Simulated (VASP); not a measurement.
Data:

```xyz
4
Lattice="1.2379 -2.1441 0.0000 1.2379 2.1441 0.0000 0.0000 0.0000 9.5485" Properties=species:S:1:pos:R:3 pbc="T T T"
C      0.0000     0.0000     2.3871
C      0.0000     0.0000     7.1614
C      1.2379     0.7147     2.3871
C      1.2379    -0.7147     7.1614
```

Calculation: revPBE GGA, VASP's PBE PAW potentials (set 64) (plane waves; VASP). Numerical set-up: 520 eV cut-off, 11×11×3 Γ-centred mesh, tetrahedra with Blöchl corrections, potentials C.

Without a dispersion term in the relaxation, distances and binding between the weakly bound layers, chains or molecules are unreliable, and so is what depends on them.

### Question
Predict the energy per atom (σ→0).

### Answer

| Quantity | Value |
|---|---|
| energy per atom (σ→0) | -8.879 eV/atom |

The absolute energy has meaning only against runs of the same code, potentials and settings.

The compound is C in the graphite structure. It was relaxed first, which changed the volume by +44 %.
